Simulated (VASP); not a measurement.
Input:

```
CELL_PARAMETERS angstrom
      3.23253     0.00000     0.00000
      0.00000     3.23253     0.00000
      0.00000     0.00000     3.23253
ATOMIC_POSITIONS crystal
  Tm 0.00000 0.00000 0.00000
```

All values below come from PBEsol GGA, VASP's PBE PAW potentials (set 64) (plane waves; VASP 6.6.1). Run with 400 eV cut-off, 10×10×10 Γ-centred mesh, first-order Methfessel-Paxton smearing of 0.10 eV, potentials Tm_3.

The 4f electrons are frozen in the core of the lanthanide potential, so 4f levels, which can set the real gap, and their magnetism are missing. Energy and stress use the plane-wave basis of the starting cell.

Question: The ions, cell shape and volume are relaxed. What does this cell relax into?

Answer: 
```
CELL_PARAMETERS angstrom
      3.14278     0.00000     0.00000
      0.00000     3.14278     0.00000
      0.00000     0.00000     3.14278
ATOMIC_POSITIONS crystal
  Tm 0.00000 0.00000 0.00000
```
Space group Pm-3m (221), at a tolerance of 0.03 Å.

Question: How do energy and volume change from the first to the last step?

Answer: The energy (σ→0) changes by -22.9 meV/atom and the volume by -8.1 %, in 3 ionic steps.

The structure was generated: Tm was put into the simple-cubic type (Pm-3m), which need not be its known phase. This run relaxes it. Symmetry was kept, so distortions that lower it aren't found.
